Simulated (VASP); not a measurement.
SiC (relaxed from the wurtzite structure, space group P6_3mc) relaxed at rising pressure, in one space group throughout; other phases were not tried. The pressures are those reached. Level of theory: PBEsol GGA, VASP's PBE PAW potentials (set 64) (plane waves; VASP 6.6.1).

```tsv
P (GPa)	V (Å³/atom)	k-mesh
-0.16	10.357	8×8×5
4.99	10.129	8×8×5
9.99	9.929	8×8×5
19.86	9.582	8×8×5
30.05	9.275	9×9×5
```

A change of mesh leaves a small step in the series.

Question: Fit an equation of state and predict the volume at 44.99 GPa.

Answer: Least squares on the third-order Birch-Murnaghan form, P = (3B0/2)(y⁷ − y⁵)[1 + (3/4)(B′ − 4)(y² − 1)] with y = (V0/V)^(1/3), gives V0 = 10.349 Å³/atom, B0 = 223 GPa and B′ = 3.8, and so 8.894 Å³/atom. The run gave 8.894 Å³/atom, -0.0 % from the fit.

Pressures at which the relaxation failed are left out.

The structure was generated: SiC was put into the wurtzite type (P6_3mc), which need not be its known phase.
